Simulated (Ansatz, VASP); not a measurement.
# One calculation of Ti2Fe2H3, two programs

```xyz
7
Lattice="4.4674 0.0000 0.0000 0.0000 2.7517 0.0000 -0.1705 0.0000 4.8045" Properties=species:S:1:pos:R:3 pbc="T T T"
Fe    1.3025    0.0000    0.8686
Fe    3.3660    0.0000    3.9406
Ti    3.5581    1.3759    1.4700
Ti    1.1535    1.3759    3.3238
H     2.3605    0.0000    2.4291
H     4.1582    1.3759    4.5351
H     2.1071    1.3759    0.2484
```

The cell comes from a database or a generator and needn't be the stable form of this composition.

Alike in both runs: task single point; functional PBE; k mesh 6 × 10 × 6; occupations fermi-dirac, width 0.05 eV; collinear spin, ferromagnetic start.

```csv
,VASP,Ansatz
version,VASP 6.6.1,Ansatz 0.2.0
potentials or method,"VASP PAW PBE potentials, release 64 (Fe, Ti_sv, H)",Ansatz PAW
plane-wave cutoff (eV),520,420
valence electrons in the cell,43,59
```

```tsv
	VASP	Ansatz	Ansatz less VASP
gap on the k mesh at the Fermi level (eV)	none	none	-
pressure (GPa)	-0.4	0.6	+1.08
largest component of the traceless stress (GPa)	0.99	1.17	+0.179
rms of the force components (eV/Å)	0.058	0.069	+0.0112
net moment per atom (μB)	0.06	0.00	-0.055
size of the moment on the site where the two differ most (μB)	0.24	0.67	+0.432
```

Site moments also hang on the region over which each program counts them. Atom by atom the forces differ by 0.029 eV/Å (rms over components). A gap of «none» marks a metal or a gap that the smearing closes. The two sets of potentials don't hold the same shells in valence.

Caveats: the starting moments weren't kept (Ansatz).
